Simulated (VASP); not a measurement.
## WC (Qusongite): phonons from a supercell

How does the lattice of WC (Qusongite) vibrate? The start is a cell from a database of measured crystal structures.

Calculated with VASP 6.6.1; PBEsol; plane waves and PAW (W, C).

### 1. The structure

The structure is hexagonal, space group P-6m2 (No. 187). The conventional cell has a = 2.907 Å, b = 2.907 Å, c = 2.837 Å, α = 90.00°, β = 90.00°, γ = 120.00°. Nearest to W lie 6 C at 2.20 Å. Nearest to C lie 6 W at 2.20 Å. Farther neighbours are not listed.

As a file:

```xyz
2
Lattice="2.9065 0.0000 0.0000 -1.4532 2.5171 0.0000 0.0000 0.0000 2.8366" Properties=species:S:1:pos:R:3 pbc="T T T"
W     0.0000    0.0000    0.0000
C     1.4533    0.8390    1.4183
```

### 2. Relax the host

First cell and atoms are relaxed at a raised cutoff, so that later runs start from this functional's own cell.

File INCAR:

```
SYSTEM = WC
PREC = Accurate
ENCUT = 520
EDIFF = 1E-06
NELM = 120
ISMEAR = 0
SIGMA = 0.05
LREAL = .FALSE.
ALGO = Normal
GGA = PS
NBANDS = 11
LASPH = .TRUE.
LORBIT = 11
LWAVE = .FALSE.
LCHARG = .FALSE.
KPAR = 4
IBRION = 2
NSW = 40
ISIF = 3
EDIFFG = -0.02
POTIM = 0.4
```

File POSCAR:

```
WC
1.0
    2.9065000000      0.0000000000      0.0000000000
   -1.4532500000      2.5171028361      0.0000000000
    0.0000000000      0.0000000000      2.8366000000
W C
1 1
Direct
    0.0000000000      0.0000000000      0.0000000000
    0.6666666667      0.3333333333      0.5000000000
```

File KPOINTS:

```
Automatic mesh
0
Gamma
7 7 7
0 0 0
```

The projector-augmented-wave data sets are W and C (PBE family, release 64).

The run is started by

```bash
mpirun -np 4 vasp_std
```

The log of the run:

```text
[banner, memory and clock lines left out]
running    4 mpi-ranks, on    1 nodes
 distrk:  each k-point on    1 cores,    4 groups
 distr:  one band on    1 cores,    1 groups

 POSCAR found type information on POSCAR W C
 POSCAR found :  2 types and       2 ions
|                                                                             |
|               ----> ADVICE to this user running VASP <----                  |
|                                                                             |
|     You enforced a specific xc type in the INCAR file but a different       |
|     [... a line on the potential file left out ...]
|     I HOPE YOU KNOW WHAT YOU ARE DOING!                                     |
|                                                                             |

 LDA part: xc-table for (Slater+PW92), standard interpolation
 POSCAR, INCAR and KPOINTS ok, starting setup
 FFT: planning ... GRIDC
 FFT: planning ... GRID_SOFT
 FFT: planning ... GRID
 WAVECAR not read
 entering main loop
       N       E                     dE             d eps       ncg     rms          rms(c)
DAV:   1     0.201651690099E+02    0.20165E+02   -0.49851E+03   704   0.817E+02
DAV:   2    -0.250990236665E+02   -0.45264E+02   -0.43114E+02   832   0.198E+02
DAV:   3    -0.269452494649E+02   -0.18462E+01   -0.18290E+01   854   0.335E+01
DAV:   4    -0.269565593642E+02   -0.11310E-01   -0.11306E-01   776   0.302E+00
DAV:   5    -0.269566068130E+02   -0.47449E-04   -0.47448E-04   835   0.197E-01    0.345E+01
DAV:   6    -0.241085341671E+02    0.28481E+01   -0.12576E+01   835   0.216E+01    0.115E+01
DAV:   7    -0.240222343192E+02    0.86300E-01   -0.61819E-01   716   0.620E+00    0.841E+00
DAV:   8    -0.239800729065E+02    0.42161E-01   -0.11276E-01   776   0.249E+00    0.206E+00
DAV:   9    -0.239745389880E+02    0.55339E-02   -0.14412E-02   743   0.771E-01    0.120E-01
DAV:  10    -0.239744728240E+02    0.66164E-04   -0.10606E-03   813   0.276E-01    0.183E-01
DAV:  11    -0.239744453221E+02    0.27502E-04   -0.20432E-04   933   0.950E-02    0.192E-02
DAV:  12    -0.239744415012E+02    0.38209E-05   -0.96365E-06   767   0.225E-02    0.452E-03
DAV:  13    -0.239744411304E+02    0.37080E-06   -0.66224E-07   388   0.623E-03
   1 F= -.23974441E+02 E0= -.23974034E+02  d E =-.239744E+02
 curvature:   0.00 expect dE= 0.000E+00 dE for cont linesearch  0.000E+00
 trial: gam= 0.00000 g(F)=  0.266E-48 g(S)=  0.135E-01 ort = 0.000E+00 (trialstep = 0.100E+01)
 search vector abs. value=  0.135E-01
 bond charge predicted
       N       E                     dE             d eps       ncg     rms          rms(c)
DAV:   1    -0.239723151423E+02    0.21264E-02   -0.35682E-01   704   0.492E+00    0.218E+00
DAV:   2    -0.239678103246E+02    0.45048E-02   -0.34631E-03   827   0.518E-01    0.114E+00
DAV:   3    -0.239660481510E+02    0.17622E-02   -0.31705E-03   779   0.420E-01    0.326E-02
DAV:   4    -0.239660512910E+02   -0.31400E-05   -0.36529E-05   776   0.454E-02    0.211E-02
DAV:   5    -0.239660541011E+02   -0.28101E-05   -0.94305E-06   832   0.190E-02    0.372E-03
DAV:   6    -0.239660544082E+02   -0.30713E-06   -0.29874E-07   421   0.464E-03
   2 F= -.23966054E+02 E0= -.23965660E+02  d E =0.838672E-02
 trial-energy change:    0.008387  1 .order    0.008628   -0.013496    0.030752
 step:   0.3120(harm=  0.3050)  dis= 0.00000  next Energy=   -23.976554 (dE=-0.211E-02)
 bond charge predicted
       N       E                     dE             d eps       ncg     rms          rms(c)
DAV:   1    -0.239795760688E+02   -0.13522E-01   -0.16607E-01   704   0.332E+00    0.149E+00
DAV:   2    -0.239774307090E+02    0.21454E-02   -0.16242E-03   824   0.350E-01    0.793E-01
DAV:   3    -0.239765762817E+02    0.85443E-03   -0.15370E-03   770   0.289E-01    0.230E-02
DAV:   4    -0.239765764080E+02   -0.12637E-06   -0.18796E-05   779   0.323E-02    0.144E-02
DAV:   5    -0.239765755967E+02    0.81130E-06   -0.42212E-06   815   0.131E-02
   3 F= -.23976576E+02 E0= -.23976175E+02  d E =-.213447E-02
 curvature:  -0.15 expect dE=-0.147E-05 dE for cont linesearch -0.126E-07
 trial: gam=-0.00176 g(F)=  0.104E-47 g(S)=  0.966E-05 ort = 0.334E-04 (trialstep = 0.862E+00)
 search vector abs. value=  0.958E-05
 reached required accuracy - stopping structural energy minimisation
```

Wall time 4 s (4 MPI ranks of AMD EPYC 9R45, shared host); peak memory 0.48 GiB.

Lines that name or quote the potential files are left out of all logs, and their timing lines are given in words.

Parts of OUTCAR (step 2):

```text
ion  position               nearest neighbor table
   1  0.000  0.000  0.000-   2 2.20   2 2.20   2 2.20   2 2.20   2 2.20   2 2.20
   2  0.667  0.333  0.500-   1 2.20   1 2.20   1 2.20   1 2.20   1 2.20   1 2.20

  LATTYP: Found a hexagonal cell.
 ALAT       =     2.9065000000
 C/A-ratio  =     0.9759504559

 Subroutine GETGRP returns: Found 12 space group operations
 (whereof 12 operations were pure point group operations)

The static configuration has the point symmetry D_3h.

 Found     32 irreducible k-points:

   k-points           NKPTS =     32   k-points in BZ     NKDIM =     32   number of bands    NBANDS=     11

   dimension x,y,z NGX =    24 NGY =   24 NGZ =   24
   dimension x,y,z NGXF=    48 NGYF=   48 NGZF=   48

   ENCUT  =  520.0 eV  38.22 Ry    6.18 a.u.   5.40  5.40  5.27*2*pi/ulx,y,z

   NELECT =      10.0000    total number of electrons

 k-points in reciprocal lattice and weights: Automatic mesh
   0.00000000  0.00000000  0.00000000       0.003
   0.14285714  0.00000000  0.00000000       0.017
   0.28571429  0.00000000  0.00000000       0.017
   0.42857143 -0.00000000  0.00000000       0.017
   0.14285714  0.14285714  0.00000000       0.017
   0.28571429  0.14285714  0.00000000       0.035
   0.42857143  0.14285714  0.00000000       0.017
   0.28571429  0.28571429  0.00000000       0.017
   0.00000000  0.00000000  0.14285714       0.006
[...]
0.42857143  0.14285714  0.42857143       0.035
   0.28571429  0.28571429  0.42857143       0.035

 average (electrostatic) potential at core
       1 -36.9361       2 -46.2284

 E-fermi :   8.3600

 k-point     1 :       0.0000    0.0000    0.0000
  band No.  band energies     occupation
      1      -6.2263      2.00000
      2       3.8843      2.00000
      3       4.9031      2.00000
      4       4.9031      2.00000
      5       8.4306      0.04575
      6      11.4940      0.00000
      7      11.4940      0.00000
      8      13.9987      0.00000
      9      13.9987      0.00000
    ...

 k-point     2 :       0.1429    0.0000    0.0000
  band No.  band energies     occupation
      1      -5.7207      2.00000
      2       3.7228      2.00000
      3       4.5866      2.00000
      4       5.3981      2.00000
      5       7.1761      2.00000
      6      11.3105      0.00000
      7      12.8986      0.00000
      8      13.0458      0.00000
      9      13.6555      0.00000
     10      16.2888      0.00000
    ...

 k-point     3 :       0.2857    0.0000    0.0000
  band No.  band energies     occupation
      1      -4.4356      2.00000
      2       2.3463      2.00000
      3       5.0554      2.00000
      4       5.6125      2.00000
      5       6.6098      2.00000
      6      10.9237      0.00000
      7      11.9272      0.00000
      8      13.0825      0.00000
      9      14.5595      0.00000
     10      18.1744      0.00000
    ...

  Total       -0.0116816     -0.0116816      0.0150882      0.0000000     -0.0000000      0.0000000
  in kB       -0.9097242     -0.9097242      1.1750184      0.0000000     -0.0000000      0.0000000
  external PRESSURE =      -0.2148100 kB  Pullay stress =       0.0000000 kB

  energy-cutoff  :      520.00
  volume of cell :       20.57
      direct lattice vectors                 reciprocal lattice vectors
     2.898844734  0.000000000  0.000000000     0.344965009  0.199165641  0.000000000
    -1.449422367  2.510473181  0.000000000    -0.000000000  0.398331282  0.000000000
     0.000000000 -0.000000000  2.826987798    -0.000000000 -0.000000000  0.353733398

 POSITION                                       TOTAL-FORCE (eV/Angst)
 -----------------------------------------------------------------------------------
      0.00000      0.00000      0.00000        -0.000000      0.000000      0.000000
      1.44942      0.83682      1.41349         0.000000     -0.000000     -0.000000
 -----------------------------------------------------------------------------------
    total drift:                               -0.000000      0.000000      0.000000

  FREE ENERGIE OF THE ION-ELECTRON SYSTEM (eV)
  ---------------------------------------------------
  free  energy   TOTEN  =       -23.9765755967 eV

  energy  without entropy=      -23.9757744584  energy(sigma->0) =      -23.97617503

 reached required accuracy - stopping structural energy minimisation

 total charge
# of ion       s       p       d       tot
------------------------------------------
    1        0.628   0.901   4.407   5.936
    2        0.850   1.564   0.000   2.414
--------------------------------------------------
tot          1.478   2.464   4.407   8.350

[... 3 further parts left out ...]
```

The k-mesh is coarse for a metal. The PAW data sets were made with PBE, which is usual practice but a small mismatch for other functionals. The data set W keeps the semicore shell frozen, which is cheaper and a little less accurate. The run keeps the 12 symmetry operations of its start, so it cannot find a distortion of lower symmetry.

Step by step:

| step | energy less that of the first step (eV) | largest force (eV/Å) | pressure (GPa) | volume (Å³) |
| --- | --- | --- | --- | --- |
| 1 | 0.0000 | 0.0000 | -3.70 | 20.75 |
| 2 | 0.0084 | 0.0000 | 8.63 | 20.18 |
| 3 | -0.0021 | 0.0000 | -0.02 | 20.57 |

```csv
"conventional cell, symmetrised",before,after,change
a (Å),2.907,2.899,-0.3 %
b (Å),2.907,2.899,-0.3 %
c (Å),2.837,2.827,-0.3 %
volume (Å³/atom),10.38,10.29,-0.9 %
```

Final coordinates:

```xyz
2
Lattice="2.8988 0.0000 0.0000 -1.4494 2.5105 0.0000 0.0000 0.0000 2.8270" Properties=species:S:1:pos:R:3 pbc="T T T"
W     0.0000    0.0000    0.0000
C     1.4494    0.8368    1.4135
```

Numbers from this step:

```yaml
electronic_cycles: 24
electrons: 10
free_energy_toten: -23.98 eV
energy_at_zero_smearing: -23.98 eV
fermi_energy: 8.36 eV
pressure: -0.02148 GPa
labelled_metallic_from_the_levels_on_this_mesh: yes
```

The run ended after 3 ionic steps, 0.002 eV below its first step, once forces and stress met EDIFFG = -0.02.

### 3. Tight relaxation

Force constants are second derivatives, so residual forces and stress must first be far smaller than in an ordinary relaxation. Smearing, mesh and cutoff differ from the relaxation before, which can move the cell too.

File INCAR:

```
SYSTEM = WC
PREC = Accurate
ENCUT = 480
EDIFF = 1E-08
NELM = 120
ISMEAR = 1
SIGMA = 0.2
LREAL = .FALSE.
ALGO = Fast
GGA = PS
NBANDS = 11
LASPH = .TRUE.
LORBIT = 11
LWAVE = .FALSE.
LCHARG = .FALSE.
KPAR = 4
IBRION = 1
NSW = 30
ISIF = 3
EDIFFG = -0.002
POTIM = 0.4
```

File POSCAR:

```
WC
1.0
    2.8988447335      0.0000000000      0.0000000000
   -1.4494223668      2.5104731809      0.0000000000
    0.0000000000      0.0000000000      2.8269877984
W C
1 1
Direct
    0.0000000000      0.0000000000      0.0000000000
    0.6666666667      0.3333333333      0.5000000000
```

File KPOINTS:

```
Automatic mesh
0
Gamma
13 13 12
0 0 0
```

The run is started by

```bash
mpirun -np 4 vasp_std
```

The log of the run:

```text
[banner, memory and clock lines left out]
running    4 mpi-ranks, on    1 nodes
 distrk:  each k-point on    1 cores,    4 groups
 distr:  one band on    1 cores,    1 groups

 POSCAR found type information on POSCAR W C
 POSCAR found :  2 types and       2 ions
 [... a notice as in an earlier step ...]

 LDA part: xc-table for (Slater+PW92), standard interpolation
 POSCAR, INCAR and KPOINTS ok, starting setup
 FFT: planning ... GRIDC
 FFT: planning ... GRID_SOFT
 FFT: planning ... GRID
 WAVECAR not read
 entering main loop
       N       E                     dE             d eps       ncg     rms          rms(c)
DAV:   1     0.192296081900E+02    0.19230E+02   -0.47523E+03  3234   0.768E+02
DAV:   2    -0.252639097916E+02   -0.44494E+02   -0.42392E+02  3760   0.192E+02
DAV:   3    -0.269482801632E+02   -0.16844E+01   -0.16708E+01  4057   0.314E+01
DAV:   4    -0.269573569812E+02   -0.90768E-02   -0.90753E-02  3464   0.281E+00
DAV:   5    -0.269573939137E+02   -0.36933E-04   -0.36933E-04  4002   0.171E-01    0.352E+01
RMM:   6    -0.241374383197E+02    0.28200E+01   -0.32989E+00  3234   0.111E+01    0.115E+01
RMM:   7    -0.240239856589E+02    0.11345E+00   -0.19805E-01  3234   0.450E+00    0.856E+00
RMM:   8    -0.239918038667E+02    0.32182E-01   -0.13547E-01  3234   0.254E+00    0.368E+00
RMM:   9    -0.239826636087E+02    0.91403E-02   -0.13219E-02  3234   0.125E+00    0.691E-01
RMM:  10    -0.239829319175E+02   -0.26831E-03   -0.25451E-03  3234   0.349E-01    0.794E-01
RMM:  11    -0.239825991073E+02    0.33281E-03   -0.36890E-04  3234   0.147E-01    0.241E-01
RMM:  12    -0.239825924806E+02    0.66267E-05   -0.53538E-05  3234   0.632E-02    0.503E-02
RMM:  13    -0.239825909156E+02    0.15650E-05   -0.74679E-06  3234   0.258E-02    0.448E-02
RMM:  14    -0.239825908722E+02    0.43392E-07   -0.12030E-06  3234   0.910E-03    0.171E-02
RMM:  15    -0.239825908576E+02    0.14545E-07   -0.27102E-07  3234   0.454E-03    0.950E-03
RMM:  16    -0.239825908739E+02   -0.16256E-07   -0.69312E-08  3189   0.193E-03    0.353E-03
RMM:  17    -0.239825908853E+02   -0.11414E-07   -0.87870E-09  2509   0.806E-04    0.301E-03
RMM:  18    -0.239825908990E+02   -0.13742E-07   -0.48295E-09  2466   0.499E-04    0.192E-04
RMM:  19    -0.239825908987E+02    0.30036E-09   -0.52558E-10  2232   0.219E-04
   1 F= -.23982591E+02 E0= -.23982383E+02  d E =-.239826E+02
 BRION: g(F)=  0.529E-49 g(S)=  0.242E-03
 bond charge predicted
       N       E                     dE             d eps       ncg     rms          rms(c)
DAV:   1    -0.239826165539E+02   -0.25655E-04   -0.68803E-03  3702   0.662E-01    0.263E-01
RMM:   2    -0.239825218150E+02    0.94739E-04   -0.73637E-05  3234   0.715E-02    0.136E-01
RMM:   3    -0.239824901283E+02    0.31687E-04   -0.69311E-05  3234   0.562E-02    0.715E-03
RMM:   4    -0.239824907647E+02   -0.63634E-06   -0.51107E-06  3234   0.244E-02    0.144E-02
RMM:   5    -0.239824908885E+02   -0.12381E-06   -0.85883E-07  3234   0.784E-03    0.825E-03
RMM:   6    -0.239824909561E+02   -0.67655E-07   -0.24449E-07  3234   0.448E-03    0.154E-02
RMM:   7    -0.239824911585E+02   -0.20238E-06   -0.11333E-07  3225   0.261E-03    0.953E-03
RMM:   8    -0.239824911565E+02    0.20477E-08   -0.41793E-08  3197   0.144E-03
   2 F= -.23982491E+02 E0= -.23982272E+02  d E =0.997423E-04
[...]
3 F= -.23982635E+02 E0= -.23982414E+02  d E =-.143790E-03
[...]
4 F= -.23982636E+02 E0= -.23982423E+02  d E =-.128191E-05
 BRION: g(F)=  0.175E-48 g(S)=  0.475E-05 retain N=  2 mean eig= 0.30
 eig:   0.299  0.299
 bond charge predicted
       N       E                     dE             d eps       ncg     rms          rms(c)
DAV:   1    -0.239826380142E+02   -0.17916E-05   -0.49508E-05  3270   0.535E-02    0.411E-03
RMM:   2    -0.239826376230E+02    0.39119E-06   -0.57303E-07  3234   0.697E-03    0.173E-03
RMM:   3    -0.239826375096E+02    0.11338E-06   -0.10224E-07  3234   0.247E-03    0.110E-03
RMM:   4    -0.239826374941E+02    0.15517E-07   -0.25242E-08  2806   0.115E-03    0.298E-04
RMM:   5    -0.239826374918E+02    0.22891E-08   -0.15955E-09  2210   0.381E-04
   5 F= -.23982637E+02 E0= -.23982421E+02  d E =-.126305E-05
 BRION: g(F)=  0.206E-50 g(S)=  0.235E-09 retain N=  1 mean eig= 0.54
 eig:   0.538
 reached required accuracy - stopping structural energy minimisation
```

Wall time 17 s (4 MPI ranks); peak memory 0.65 GiB; 55 s of CPU time.

OUTCAR, selected parts (step 3):

```text
  LATTYP: Found a hexagonal cell.
 ALAT       =     2.8988447335
 C/A-ratio  =     0.9752118717

The static configuration has the point symmetry D_3h.

 Found    147 irreducible k-points:

   k-points           NKPTS =    147   k-points in BZ     NKDIM =    147   number of bands    NBANDS=     11

   dimension x,y,z NGX =    24 NGY =   24 NGZ =   20
   dimension x,y,z NGXF=    48 NGYF=   48 NGZF=   40

   ENCUT  =  480.0 eV  35.28 Ry    5.94 a.u.   5.18  5.18  5.05*2*pi/ulx,y,z

   NELECT =      10.0000    total number of electrons

 E-fermi :   8.2857

 k-point     1 :       0.0000    0.0000    0.0000
  band No.  band energies     occupation
      1      -6.2114      2.00000
      2       3.8966      2.00000
      3       4.9126      2.00000
      4       4.9126      2.00000
      5       8.4499      0.00961
      6      11.5206     -0.00000
      7      11.5206     -0.00000
      8      14.0254      0.00000
      9      14.0254      0.00000
    ...

 k-point     2 :       0.0769    0.0000    0.0000
  band No.  band energies     occupation
      1      -6.0602      2.00000
      2       3.9414      2.00000
      3       4.7037      2.00000
      4       5.0615      2.00000
      5       7.9700      2.04814
      6      11.4637     -0.00000
      7      12.0517     -0.00000
      8      13.7045      0.00000
      9      13.9143      0.00000
     10      15.3784      0.00000
    ...

  Total       -0.0000781     -0.0000781      0.0000009      0.0000000      0.0000000     -0.0000000
  in kB       -0.0060892     -0.0060892      0.0000723      0.0000000      0.0000000     -0.0000000
  external PRESSURE =      -0.0040353 kB  Pullay stress =       0.0000000 kB

  energy-cutoff  :      480.00
  volume of cell :       20.55
      direct lattice vectors                 reciprocal lattice vectors
     2.897134996  0.000000000  0.000000000     0.345168589  0.199283178 -0.000000000
    -1.448567498  2.508992505 -0.000000000    -0.000000000  0.398566356  0.000000000
     0.000000000 -0.000000000  2.827012901    -0.000000000  0.000000000  0.353730257

 POSITION                                       TOTAL-FORCE (eV/Angst)
 -----------------------------------------------------------------------------------
     -0.00000      0.00000      0.00000         0.000000      0.000000      0.000000
      1.44857      0.83633      1.41351        -0.000000     -0.000000     -0.000000
 -----------------------------------------------------------------------------------
    total drift:                               -0.000000      0.000000      0.000000

  FREE ENERGIE OF THE ION-ELECTRON SYSTEM (eV)
  ---------------------------------------------------
  free  energy   TOTEN  =       -23.9826374918 eV

  energy  without entropy=      -23.9819871088  energy(sigma->0) =      -23.98242070

 total charge
# of ion       s       p       d       tot
------------------------------------------
    1        0.629   0.895   4.418   5.942
    2        0.851   1.567   0.000   2.418
--------------------------------------------------
tot          1.480   2.462   4.418   8.360

[... 2 parts as in an earlier step ...]

[... 7 further parts left out ...]
```

CONTCAR:

```
WC
   1.00000000000000
     2.8971349958736554    0.0000000000000343    0.0000000000000000
    -1.4485674979867686    2.5089925046816521   -0.0000000000000000
     0.0000000000000000   -0.0000000000000000    2.8270129012554430
  W               C
     1     1
Direct
    -0.0000000000000000    0.0000000000000000    0.0000000000000000
     0.6666666667000030    0.3333333332999970    0.5000000000000000
```

Little changed from the start: no atom moved by 0.005 Å and no cell edge by 0.1 %.

Numbers from this step:

```yaml
electronic_cycles: 47
fermi_energy: 8.286 eV
pressure: -4.04e-4 GPa
```

The run ended after 5 ionic steps, 0.000 eV below its first step, once forces and stress met EDIFFG = -0.002.

(Part 1 of 3 ends here.)

[Lines on the potential files, build, host, timing and source positions are cut from VASP's logs without a mark.]

[Logs are printed without paths, hosts, clocks, repeated set-up lines and the standing remarks that a program may print on its own settings, such as how far it seeks lower states.]

[Hosts, paths, dates, database ids (printed as entryN), source tags and the programs' standing remarks are cut or masked in the printed files.]

[Runs that stopped without an error message from VASP are left out.]
